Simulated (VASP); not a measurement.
Given:

```xyz
3
Lattice="4.0995 0.0000 0.0000 -2.0498 3.5503 0.0000 0.0000 0.0000 4.2878" Properties=species:S:1:pos:R:3 pbc="T T T"
Ca     2.0498     1.1834     0.0000
Ga     0.0000     0.0000     2.1439
Si     0.0000     2.3669     2.1439
```

Level of theory: PBEsol GGA, VASP's PBE PAW potentials (set 64) (plane waves; VASP). Run with 400 eV cut-off, 10×10×8 Γ-centred mesh, tetrahedra with Blöchl corrections, potentials Ca_sv Ga_d Si.

The cores are frozen, which limits the accuracy of field gradients.

Question: Give the principal components of the electric field gradient (V/Å²) and the asymmetry η at each nucleus.

Answer: 
```csv
atom,Vxx,Vyy,Vzz,η
Ca1,-4.1,-4.1,8.2,0.00
Ga2,-11.5,-11.5,22.9,0.00
Si3,4.7,4.7,-9.4,0.00
```

The structure comes from a computed database's CaGaSi entry (P-6m2); how it stands against other phases isn't given here. It was relaxed first.
